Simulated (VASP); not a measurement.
Wanted: the native input for a VASP 6.6.1 run.

```yaml
Task: single point
Functional: r2SCAN
Potentials_or_basis: VASP PAW PBE potentials, release 64 (Yb, B)
Cutoff: 900 eV
k_mesh: 17 × 17 × 13
Occupations: fermi-dirac, width 0.1 eV
Spin: collinear spin, ferromagnetic start
Starting_moments: "[1.0, 0.0, 0.0] μB"
Further_INCAR_settings: ADDGRID = False; ALGO = Normal; EDIFF = 1e-08; NBANDS = 26
```

The structure of YbB2 lies in POSCAR:

```
YbB2
1.0
    3.2503000000      0.0000000000      0.0000000000
   -1.6251500000      2.8148423699      0.0000000000
    0.0000000000      0.0000000000      3.7315000000
Yb B
1 2
Direct
    0.0000000000      0.0000000000      0.0000000000
    0.6666666667      0.3333333333      0.5000000000
    0.3333333333      0.6666666667      0.5000000000
```

The input as run:

INCAR

```
ADDGRID = False
ALGO = Normal
EDIFF = 1E-8
ENCUT = 900
ISIF = 2
ISMEAR = -1
ISPIN = 2
LASPH = True
LCHARG = False
LMAXMIX = 6
LMIXTAU = True
LORBIT = 11
LREAL = False
LWAVE = False
MAGMOM = 1 0 0
METAGGA = R2SCAN
NBANDS = 26
NELM = 100
PREC = Accurate
SIGMA = 0.1
```

KPOINTS

```
k-points
0
Gamma
  17 17 13
```

Potentials or basis: VASP PAW PBE potentials, release 64 (Yb, B).

Command:

```bash
$ cat potpaw_PBE.64/Yb/POTCAR potpaw_PBE.64/B/POTCAR > POTCAR
$ mpirun -np 1 vasp_std > vasp.out
```

Results of the run:

```yaml
Pressure: 2.6 GPa
Band_gap_on_the_k_mesh: none (metal or under the smearing width)
Net_moment: -0.43 μB per cell
Site_moments: Yb -0.42; B -0.00 μB
Valence_electrons_inside_the_program's_atomic_spheres: Yb 22.22; B 1.85
```

Caveat: the PAW data sets were made with another functional, which shifts forces and pressure a little; spin-orbit coupling is left out, which moves the levels of the heavy elements; without U or exact exchange the open f shell lies at the Fermi level, which spoils levels, moments and volumes.

Run time: 66 min on 1 thread of Intel(R) Xeon(R) 6975P-C (Granite Rapids), on a shared host, peak memory 0.86 GiB.
